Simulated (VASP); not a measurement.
Here is the system:

```
CELL_PARAMETERS angstrom
      0.00000     2.99478     2.99478
      2.99478     0.00000     2.99478
      2.99478     2.99478     0.00000
ATOMIC_POSITIONS crystal
  Pb 0.00000 0.00000 0.00000
  F  0.25000 0.25000 0.25000
  F  0.75000 0.75000 0.75000
```

All values below come from PW91 GGA, VASP's PBE PAW potentials (set 64) (plane waves; VASP). Numerical set-up: 520 eV cut-off, 7×7×7 Γ-centred mesh, tetrahedra with Blöchl corrections, potentials Pb_d F.

Q: The job: PbF2 (fluorite), 3 atoms, PW91, static run, 520 eV, 7×7×7 Γ-centred mesh. Roughly how much core time does it take on a busy server core?

A: About 10 core-seconds (one run on a shared machine, a rough figure). It had 20 irreducible k-points, 18 bands, up to 1464 plane waves and 15 electronic steps.

The compound is PbF2 in the fluorite structure, the β form. It was relaxed first.
